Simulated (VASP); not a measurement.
Method: PBE GGA, VASP's PBE PAW potentials (set 64) (plane waves; VASP).

The input files of a VASP run:

**INCAR**
```
! general
SYSTEM  = HfB2
PREC    = Accurate
ENCUT   = 620   ! plane-wave cut-off (eV)
LREAL   = .FALSE.
LASPH   = .TRUE.

! electronic loop
EDIFF   = 1E-6
NELM    = 100   ! most electronic steps
ALGO    = Normal
LMAXMIX = 6

! smearing
ISMEAR  = 1
SIGMA   = 0.1   ! width (eV)

! functional
GGA     = PE

! ions
IBRION  = 2
NSW     = 40
ISIF    = 3   ! ions, shape and volume
EDIFFG  = -0.02
PSTRESS = 200   ! kbar

! output
LWAVE   = .FALSE.
LCHARG  = .FALSE.
```

### KPOINTS
```
Automatic mesh
0
Gamma
  11 11 9
0 0 0
```

### POSCAR
```
HfB2
1.0
  1.5379700475  -2.6638425357   0.0000000000
  1.5379700475   2.6638425357   0.0000000000
  0.0000000000   0.0000000000   3.3963820261
Hf B
1 2
Cart
  0.0000000000   0.0000000000   3.3963820261
  1.5379700475   0.8879492878   1.6981910130
  1.5379700475  -0.8879492878   1.6981910130
```

POTCAR, in this order: Hf_pv B (PBE.64 set). Program: vasp_std.

The resulting files:

**OSZICAR**
```
       N       E                     dE             d eps       ncg     rms          rms(c)
DAV:   1     0.346029081623E+02    0.34603E+02   -0.93817E+03  1920   0.147E+03
DAV:   2    -0.268217149516E+02   -0.61425E+02   -0.57688E+02  2348   0.263E+02
DAV:   3    -0.287293178462E+02   -0.19076E+01   -0.18722E+01  2572   0.347E+01
DAV:   4    -0.287465697097E+02   -0.17252E-01   -0.17235E-01  2280   0.318E+00
DAV:   5    -0.287467327947E+02   -0.16308E-03   -0.16306E-03  2468   0.262E-01    0.589E+01
DAV:   6    -0.264234499238E+02    0.23233E+01   -0.51056E+00  2252   0.156E+01    0.425E+01
DAV:   7    -0.263774669440E+02    0.45983E-01   -0.18379E+00  2408   0.973E+00    0.117E+01
DAV:   8    -0.262936434790E+02    0.83823E-01   -0.55111E-01  2272   0.542E+00    0.205E+00
DAV:   9    -0.262891646770E+02    0.44788E-02   -0.33824E-02  2212   0.151E+00    0.247E-01
DAV:  10    -0.262891411181E+02    0.23559E-04   -0.79685E-04  2372   0.258E-01    0.369E-01
DAV:  11    -0.262891415004E+02   -0.38223E-06   -0.90700E-05  2284   0.779E-02    0.186E-01
DAV:  12    -0.262891373658E+02    0.41345E-05   -0.85086E-06  2352   0.267E-02    0.219E-02
DAV:  13    -0.262891375736E+02   -0.20777E-06   -0.36788E-07  1308   0.625E-03
   1 F= -.22815197E+02 E0= -.22815169E+02  d E =-.228152E+02
```

OUTCAR:
```
------------------------ aborting loop because EDIFF is reached ----------------------------------------
  FORCE on cell =-STRESS in cart. coord.  units (eV):
  Direction    XX          YY          ZZ          XY          YZ          ZX
  --------------------------------------------------------------------------------------
  Total        3.4786608      3.4786615      3.4878915      0.0000000     -0.0000000      0.0000000
  in kB      200.2717554    200.2717964    200.8031845      0.0000000     -0.0000000      0.0000000
  external PRESSURE =       0.4489121 kB  Pullay stress =     200.0000000 kB
  volume of cell :       27.83
      direct lattice vectors                 reciprocal lattice vectors
     1.537970047 -2.663842536  0.000000000     0.325103861 -0.187698782  0.000000000
     1.537970047  2.663842536  0.000000000     0.325103861  0.187698782  0.000000000
     0.000000000  0.000000000  3.396382026     0.000000000  0.000000000  0.294430954
 POSITION                                       TOTAL-FORCE (eV/Angst)
 -----------------------------------------------------------------------------------
      0.00000      0.00000      0.00000         0.000000      0.000000      0.000000
      1.53797      0.88795      1.69819         0.000000      0.000000      0.000000
      1.53797     -0.88795      1.69819         0.000000     -0.000000     -0.000000
 -----------------------------------------------------------------------------------
    total drift:                                0.000000      0.000000      0.000000
  FREE ENERGIE OF THE ION-ELECTRON SYSTEM (eV)
  ---------------------------------------------------
  free  energy   TOTEN  =       -26.2891375736 eV

  energy  without entropy=      -26.2890542215  energy(sigma->0) =      -26.28910979
  enthalpy is  TOTEN    =       -22.8151971223 eV   P V=        3.4739404514

 reached required accuracy - stopping structural energy minimisation
```
(Selected blocks of OUTCAR.)

The compound is HfB2 in the AlB2 type structure. It was relaxed first under an external pressure of 20 GPa.
